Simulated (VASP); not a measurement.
Output of a VASP run:

OSZICAR:
```
...
RMM:   2    -0.594405638303E+03   -0.19475E-02   -0.26297E-02   640   0.463E-01    0.165E-01
RMM:   3    -0.594405642023E+03   -0.37202E-05   -0.40897E-03   645   0.173E-01    0.682E-02
RMM:   4    -0.594405695722E+03   -0.53699E-04   -0.86162E-04   646   0.721E-02    0.259E-02
RMM:   5    -0.594405709754E+03   -0.14032E-04   -0.16571E-04   669   0.302E-02    0.158E-02
RMM:   6    -0.594405712403E+03   -0.26484E-05   -0.33313E-05   437   0.134E-02
   7 F= -.59440571E+03 E0= -.59440571E+03  d E =-.342748E-01  mag=     1.0000
       N       E                     dE             d eps       ncg     rms          rms(c)
DAV:   1    -0.594408585609E+03   -0.28759E-02   -0.18371E+00   688   0.392E+00    0.248E-01
RMM:   2    -0.594410583301E+03   -0.19977E-02   -0.25980E-02   640   0.459E-01    0.152E-01
RMM:   3    -0.594410719157E+03   -0.13586E-03   -0.43551E-03   645   0.173E-01    0.604E-02
RMM:   4    -0.594410790899E+03   -0.71742E-04   -0.87181E-04   659   0.692E-02    0.266E-02
RMM:   5    -0.594410803273E+03   -0.12374E-04   -0.14205E-04   666   0.286E-02    0.148E-02
RMM:   6    -0.594410806030E+03   -0.27573E-05   -0.26927E-05   421   0.126E-02
   8 F= -.59441081E+03 E0= -.59441081E+03  d E =-.509363E-02  mag=     1.0000
       N       E                     dE             d eps       ncg     rms          rms(c)
DAV:   1    -0.594412459073E+03   -0.16558E-02   -0.21829E-01   704   0.135E+00    0.868E-02
RMM:   2    -0.594412695696E+03   -0.23662E-03   -0.30825E-03   640   0.158E-01    0.529E-02
RMM:   3    -0.594412709712E+03   -0.14016E-04   -0.50776E-04   645   0.594E-02    0.214E-02
RMM:   4    -0.594412717731E+03   -0.80187E-05   -0.10169E-04   651   0.241E-02    0.886E-03
RMM:   5    -0.594412719419E+03   -0.16884E-05   -0.17898E-05   413   0.102E-02
   9 F= -.59441272E+03 E0= -.59441272E+03  d E =-.700702E-02  mag=     1.0000
       N       E                     dE             d eps       ncg     rms          rms(c)
DAV:   1    -0.594414879888E+03   -0.21622E-02   -0.52229E-01   672   0.209E+00    0.130E-01
RMM:   2    -0.594415337959E+03   -0.45807E-03   -0.62068E-03   640   0.223E-01    0.791E-02
RMM:   3    -0.594415384162E+03   -0.46203E-04   -0.12454E-03   645   0.861E-02    0.303E-02
RMM:   4    -0.594415409146E+03   -0.24985E-04   -0.26113E-04   669   0.355E-02    0.148E-02
RMM:   5    -0.594415412466E+03   -0.33198E-05   -0.32971E-05   447   0.138E-02
  10 F= -.59441541E+03 E0= -.59441541E+03  d E =-.269305E-02  mag=     1.0000
       N       E                     dE             d eps       ncg     rms          rms(c)
DAV:   1    -0.594415418029E+03   -0.88826E-05   -0.16893E-03   736   0.120E-01    0.777E-03
RMM:   2    -0.594415419154E+03   -0.11245E-05   -0.17225E-05   386   0.117E-02    0.470E-03
RMM:   3    -0.594415419192E+03   -0.38242E-07   -0.25418E-06   366   0.412E-03    0.267E-03
RMM:   4    -0.594415419184E+03    0.79726E-08   -0.43062E-07   143   0.177E-03
  11 F= -.59441542E+03 E0= -.59441542E+03  d E =-.269976E-02  mag=     1.0000
       N       E                     dE             d eps       ncg     rms          rms(c)
DAV:   1    -0.594415818750E+03   -0.39956E-03   -0.13190E-01   672   0.105E+00    0.675E-02
RMM:   2    -0.594415938626E+03   -0.11988E-03   -0.17370E-03   640   0.119E-01    0.411E-02
RMM:   3    -0.594415948075E+03   -0.94493E-05   -0.34176E-04   645   0.461E-02    0.151E-02
RMM:   4    -0.594415954776E+03   -0.67005E-05   -0.69173E-05   535   0.187E-02
  12 F= -.59441595E+03 E0= -.59441595E+03  d E =-.535592E-03  mag=     1.0000
```

File OUTCAR:
```
------------------------ aborting loop because EDIFF is reached ----------------------------------------
  FORCE on cell =-STRESS in cart. coord.  units (eV):
  Direction    XX          YY          ZZ          XY          YZ          ZX
  --------------------------------------------------------------------------------------
  Total      -33.8560177    -33.9220625    -33.9990177     -0.7591461     -0.8148083     -0.7878457
  in kB     -148.6127962   -148.9027033   -149.2405020     -3.3323124     -3.5766446     -3.4582907
  external PRESSURE =    -148.9186672 kB  Pullay stress =       0.0000000 kB
  volume of cell :      365.00
      direct lattice vectors                 reciprocal lattice vectors
     7.146555159  0.000000000  0.000000000     0.139927556  0.000000000  0.000000000
     0.000000000  7.146555159  0.000000000     0.000000000  0.139927556  0.000000000
     0.000000000  0.000000000  7.146555159     0.000000000  0.000000000  0.139927556
 POSITION                                       TOTAL-FORCE (eV/Angst)
 -----------------------------------------------------------------------------------
      3.56882      7.14401      7.14371         0.000821     -0.016170     -0.001006
      4.47249      0.89930      0.89937        -0.008178      0.005604     -0.000622
      5.35521      1.78238      7.14373         0.009839      0.007723     -0.011105
      6.25595      2.68282      0.89990        -0.014823     -0.003451      0.003461
      5.35535      7.14379      1.78271         0.008209     -0.012417     -0.006457
      6.25615      0.89950      2.68313        -0.013855      0.009973     -0.000092
      7.14096      7.14353      7.14283         0.008397     -0.023389     -0.003644
      0.89658      0.89876      0.89834         0.012607     -0.006442      0.009087
      1.78106      1.78284      7.14282        -0.007848     -0.000758     -0.001952
      2.68326      2.68531      0.89611        -0.005068     -0.002801      0.008559
      3.56789      3.56989      7.14357        -0.001589      0.003368     -0.006159
      4.47090      4.47288      0.89708         0.005332     -0.005074      0.000687
      5.35525      5.35748      7.14351         0.019981     -0.011124     -0.008880
      6.25790      6.25992      0.89839        -0.004887     -0.003517      0.004076
      1.78128      7.14295      1.78285        -0.017414     -0.006233     -0.000407
      2.68337      0.89603      2.68550         0.003786      0.013475     -0.013440
      3.56206      1.78531      1.78515         0.016749      0.001286      0.012515
      4.47507      2.67740      2.67756        -0.007843     -0.013503     -0.018081
      5.35345      3.57723      1.78536         0.002922      0.003595      0.000119
      6.25889      4.47248      2.68493        -0.009617     -0.005191      0.019225
      3.56808      7.14344      3.56997         0.000897     -0.013237     -0.012020
      4.47117      0.89669      4.47274        -0.008632      0.008326      0.002984
      5.35326      1.78515      3.57743         0.014403     -0.000315      0.002406
      6.25868      2.68497      4.47250        -0.001271      0.016650     -0.004423
      5.35539      7.14310      5.35730         0.019206     -0.007731     -0.008518
      6.25800      0.89841      6.25919        -0.018785      0.006179      0.014993
      7.14163      3.57014      7.14387         0.008315      0.006305     -0.007940
      0.89726      4.47404      0.89899         0.004938      0.007785      0.008103
      1.78076      5.35735      7.14349        -0.007345     -0.001434     -0.000488
      2.68112      6.25763      0.89967         0.011206      0.005142      0.003365
      7.14089      1.78265      1.78303         0.011322      0.004481     -0.005050
      0.89455      2.68537      2.68499         0.000470     -0.017938      0.012669
      1.78309      3.56437      1.78562         0.014087      0.001913     -0.025146
      2.67560      4.47700      2.67662        -0.007651      0.000548      0.015711
      3.57585      5.35550      1.78536        -0.011709     -0.004692     -0.010268
      4.47089      6.26027      2.68492        -0.003331      0.013203      0.023313
      7.14216      7.14341      3.57078        -0.001667      0.001030     -0.011188
      0.89751      0.89918      4.47423         0.004419     -0.001668      0.004826
      1.78376      1.78519      3.56464        -0.017549      0.003326     -0.008255
      2.67517      2.67703      4.47734         0.013389     -0.009164     -0.004750
      4.47677      4.47878      4.47871         0.010401     -0.000264      0.003709
      5.35506      5.35669      3.56380         0.004398      0.003824     -0.009569
      6.25653      6.25755      4.47346        -0.013640      0.000970      0.017595
      1.78088      7.14330      5.35725        -0.005256      0.006436     -0.005576
      2.68124      0.89980      6.25741         0.004095     -0.003408      0.010433
      3.57569      1.78489      5.35564        -0.003040      0.015578     -0.009483
      4.47072      2.68559      6.26052         0.000400     -0.008618      0.006838
      5.35510      3.56394      5.35691        -0.002100     -0.009404     -0.001087
      6.25633      4.47356      6.25786        -0.010184      0.009416      0.004379
      7.14158      5.35715      1.78257         0.004563      0.006842     -0.012146
      0.89813      6.25738      2.68287         0.007236      0.000706      0.002750
      7.14157      3.56963      3.56960         0.001144     -0.005037      0.001046
      0.89575      4.47220      4.47238        -0.009063      0.007864      0.011124
      1.78387      5.35491      3.57736        -0.004755      0.011401     -0.010147
      2.68367      6.26042      4.47225         0.007542     -0.002710      0.012313
      7.14153      1.78235      5.35732         0.005199     -0.000392     -0.009016
...
```
(Selected blocks of OUTCAR.)

POSCAR:
```
C63N
1
    7.1465551590    -0.0000000000    -0.0000000000
   -0.0000000000     7.1465551590     0.0000000000
    0.0000000000     0.0000000000     7.1465551590
C N
63 1
Direct
  0.5000000000   0.0000000000   0.0000000000
  0.6250000000   0.1250000000   0.1250000000
  0.7500000000   0.2500000000   0.0000000000
  0.8750000000   0.3750000000   0.1250000000
  0.7500000000   0.0000000000   0.2500000000
  0.8750000000   0.1250000000   0.3750000000
  0.0000000000   0.0000000000   0.0000000000
  0.1250000000   0.1250000000   0.1250000000
  0.2500000000   0.2500000000   0.0000000000
  0.3779220000   0.3813560000   0.1264290000
  0.5000000000   0.5000000000   0.0000000000
  0.6221630000   0.6256250000   0.1314910000
  0.7500000000   0.7500000000   0.0000000000
  0.8750000000   0.8750000000   0.1250000000
  0.2500000000   0.0000000000   0.2500000000
  0.3722660000   0.1199380000   0.3816600000
  0.4931090000   0.2555290000   0.2479560000
  0.6309860000   0.3736050000   0.3745580000
  0.7492630000   0.5057250000   0.2519950000
  0.8713530000   0.6274720000   0.3740070000
  0.5000000000   0.0000000000   0.5000000000
  0.6295120000   0.1269340000   0.6319690000
  0.7503770000   0.2464250000   0.4933900000
  0.8776730000   0.3721460000   0.6287850000
  0.7500000000   0.0000000000   0.7500000000
  0.8750000000   0.1250000000   0.8750000000
  0.0000000000   0.5000000000   0.0000000000
  0.1250000000   0.6250000000   0.1250000000
  0.2500000000   0.7500000000   0.0000000000
  0.3750000000   0.8750000000   0.1250000000
  0.0000000000   0.2500000000   0.2500000000
  0.1212510000   0.3791190000   0.3726260000
  0.2433690000   0.5065190000   0.2562790000
  0.3802810000   0.6278250000   0.3704390000
  0.5042690000   0.7484150000   0.2529620000
  0.6220480000   0.8693390000   0.3773430000
  0.0000000000   0.0000000000   0.5000000000
  0.1250000000   0.1250000000   0.6250000000
  0.2495390000   0.2448110000   0.5005920000
  0.3705330000   0.3737420000   0.6271410000
  0.6186640000   0.6244080000   0.6195910000
  0.7523380000   0.7452300000   0.5037010000
  0.8750000000   0.8750000000   0.6250000000
  0.2500000000   0.0000000000   0.7500000000
  0.3750000000   0.1250000000   0.8750000000
  0.5019090000   0.2463970000   0.7538920000
  0.6189840000   0.3787420000   0.8740960000
  0.7565560000   0.5038140000   0.7477110000
  0.8750000000   0.6250000000   0.8750000000
  0.0000000000   0.7500000000   0.2500000000
  0.1250000000   0.8750000000   0.3750000000
  0.0000000000   0.5000000000   0.5000000000
  0.1307270000   0.6186550000   0.6258810000
  0.2560990000   0.7446800000   0.4998990000
  0.3782160000   0.8804740000   0.6181030000
  0.0000000000   0.2500000000   0.7500000000
  0.1250000000   0.3750000000   0.8750000000
  0.2474290000   0.5018490000   0.7459890000
  0.3752290000   0.6266760000   0.8710870000
  0.4985890000   0.7533980000   0.7478150000
  0.6250000000   0.8750000000   0.8750000000
  0.0000000000   0.7500000000   0.7500000000
  0.1250000000   0.8750000000   0.8750000000
  0.4941840000   0.5012280000   0.5031820000
```

### Question
Write an INCAR and KPOINTS that could have produced this output.

### Answer
One answer among several that fit: the input of the run itself, PBE GGA, plane waves, VASP's PBE PAW potentials (set 64).

INCAR:
```
ALGO = Fast
EDIFF = 1E-5
EDIFFG = -0.03
ENCUT = 400
GGA = PE
IBRION = 2
ISIF = 2
ISMEAR = 0
ISPIN = 2
ISYM = 0
LASPH = .TRUE.
LCHARG = .FALSE.
LORBIT = 10
LREAL = Auto
LWAVE = .FALSE.
MAGMOM = 64*0.0156
NELECT = 255.0
NELM = 100
NELMIN = 4
NSW = 60
NUPDOWN = 1
PREC = Normal
SIGMA = 0.05
SYSTEM = C63N
```

**KPOINTS**
```
K-points
0
gamma
 1 1 1
0 0 0
```

POTCAR, in this order: C N (PBE.64 set). Program: vasp_gam.

At this cut-off the stress carries a Pulay error, which pulls relaxed volumes low. The cell is charged, with a uniform compensating background. The supercell is sampled at Γ alone, which is coarse: total energies, pressure and levels can be off, energies of defects by several tenths of an eV.

The cell is a supercell with a defect, built from C (diamond): N_C, charge +2.
